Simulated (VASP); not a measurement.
Level of theory: LDA (Ceperley-Alder, Perdew-Zunger), VASP's LDA PAW potentials (set 64) (plane waves; VASP).

A VASP calculation is set up with these files.

**POSCAR**
```
Ni(BW)2
1
   -1.5713460000     2.2384430000     3.4783760000
    1.5713460000    -2.2384430000     3.4783760000
    1.5713460000     2.2384430000    -3.4783760000
Ni B W
1 2 2
Direct
  0.0000000000   0.0000000000   0.0000000000
  0.7038100000   0.5000000000   0.2038100000
  0.2961900000   0.5000000000   0.7961900000
  0.7005900000   0.2005900000   0.5000000000
  0.2994100000   0.7994100000   0.5000000000
```

INCAR:
```
SYSTEM = Ni(BW)2
PREC = Accurate; ENCUT = 400; LREAL = F
LASPH = T
EDIFF = 1E-6; NELM = 100; ALGO = Normal
LMAXMIX = 6
ISMEAR = -1; SIGMA = 0.1
ISIF = 2
LWAVE = F; LCHARG = F
```

KPOINTS:
```
kpoints
0
Gamma
 4 4 4
0 0 0
```

POTCAR, in this order: Ni B W_sv (LDA.64 set). Program: vasp_std.

Problem. What will the output report for the number of irreducible k-points (NKPTS), largest plane-wave count, number of space-group operations, FFT grid (NGX, NGY, NGZ)?

Solution. 
The number of irreducible k-points (NKPTS) comes out as 18, the largest plane-wave count is 895 and the number of space-group operations comes out as 8. The FFT grid (NGX, NGY, NGZ) is 30 × 30 × 30.

The structure comes from a computed database's NiW2B2 entry; how it stands against other phases isn't given here. The cell was not relaxed at this level. The k-mesh is coarse (spacing up to 0.61 per Å, 2π included), so the numbers may not be converged in it. The run is one of a series of settings (KPOINTS 4×4×4 Γ-centred mesh against the base run), some of them coarse on purpose. The run is not spin-polarised, so no magnetic state was tried.
